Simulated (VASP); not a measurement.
Output of a VASP run:

OSZICAR:
```
       N       E                     dE             d eps       ncg     rms          rms(c)
DAV:   1     0.109577415250E+03    0.10958E+03   -0.89641E+03   520   0.124E+03
DAV:   2    -0.102693686506E+01   -0.11060E+03   -0.10557E+03   605   0.291E+02
DAV:   3    -0.585843137590E+01   -0.48315E+01   -0.48198E+01   605   0.630E+01
DAV:   4    -0.588445444437E+01   -0.26023E-01   -0.26019E-01   600   0.465E+00
DAV:   5    -0.588461292828E+01   -0.15848E-03   -0.15848E-03   600   0.329E-01    0.572E+00
DAV:   6    -0.551747447972E+01    0.36714E+00   -0.70025E-01   659   0.105E+01    0.454E+00
DAV:   7    -0.549739954717E+01    0.20075E-01   -0.15684E-01   570   0.298E+00    0.202E+00
DAV:   8    -0.549821819247E+01   -0.81865E-03   -0.13603E-02   545   0.170E+00    0.235E-01
DAV:   9    -0.549838600844E+01   -0.16782E-03   -0.19334E-03   615   0.632E-01    0.479E-02
DAV:  10    -0.549846235818E+01   -0.76350E-04   -0.22270E-04   555   0.212E-01    0.463E-02
DAV:  11    -0.549851166090E+01   -0.49303E-04   -0.88450E-05   520   0.734E-02    0.150E-02
DAV:  12    -0.549851021147E+01    0.14494E-05   -0.74472E-06   615   0.382E-02    0.468E-03
DAV:  13    -0.549851097703E+01   -0.76556E-06   -0.24659E-06   527   0.111E-02
   1 F= -.54985110E+01 E0= -.54985110E+01  d E =-.679364E-11
```

OUTCAR:
```
------------------------ aborting loop because EDIFF is reached ----------------------------------------
  FORCE on cell =-STRESS in cart. coord.  units (eV):
  Direction    XX          YY          ZZ          XY          YZ          ZX
  --------------------------------------------------------------------------------------
  Total        0.0104019      0.0104019      0.0104019      0.0000000      0.0000000      0.0000000
  in kB        0.2788945      0.2788945      0.2788945      0.0000000      0.0000000      0.0000000
  external PRESSURE =       0.2788945 kB  Pullay stress =       0.0000000 kB
  volume of cell :       59.76
      direct lattice vectors                 reciprocal lattice vectors
     0.000000000  3.103020086  3.103020086    -0.161133343  0.161133343  0.161133343
     3.103020086  0.000000000  3.103020086     0.161133343 -0.161133343  0.161133343
     3.103020086  3.103020086  0.000000000     0.161133343  0.161133343 -0.161133343
  FREE ENERGIE OF THE ION-ELECTRON SYSTEM (eV)
  ---------------------------------------------------
  free  energy   TOTEN  =        -5.4985109770 eV

  energy  without entropy=       -5.4985109770  energy(sigma->0) =       -5.49851098
```
(Selected blocks of OUTCAR.)

POSCAR:
```
CdSe
1
    0.0000000000     3.1030200860     3.1030200860
    3.1030200860     0.0000000000     3.1030200860
    3.1030200860     3.1030200860     0.0000000000
Cd Se
1 1
Direct
  0.0000000000   0.0000000000   0.0000000000
  0.2500000000   0.2500000000   0.2500000000
```

Problem. Write an INCAR and KPOINTS that could have produced this output.

Solution. Several could match; the one computed here: the input of the run itself, PBE GGA, plane waves, VASP's PBE PAW potentials (set 64).

### INCAR
```
SYSTEM = CdSe
PREC = Accurate
ENCUT = 520
EDIFF = 1E-6
NELM = 100
ALGO = Normal
LREAL = .FALSE.
LASPH = .TRUE.
ISMEAR = 0
SIGMA = 0.05
GGA = PE
LMAXMIX = 4
LWAVE = .FALSE.
LCHARG = .TRUE.
```

### KPOINTS
```
Automatic
0
Gamma
 7 7 7
```

POTCAR, in this order: Cd Se (PBE.64 set). Program: vasp_std.

The compound is CdSe in the zinc blende structure, whereas wurtzite is the usual form. It was relaxed first, which changed the volume by +8 %.
